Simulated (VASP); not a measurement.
These are PBEsol GGA, VASP's PBE PAW potentials (set 64) (plane waves; VASP 6.6.1) values and carry that method's errors.

Gaps are without spin-orbit coupling.

Order these relaxed crystals by band gap, smallest first: AlInSb2, P-4m2 (115); SnS2, P6_3mc (186); Cd4TeSe3, Pmm2 (25); SiSe2, Ibam (72).

Cd4TeSe3, Pmm2 (25) (0.33 eV), AlInSb2, P-4m2 (115) (0.51 eV), SnS2, P6_3mc (186) (1.25 eV), SiSe2, Ibam (72) (1.62 eV)
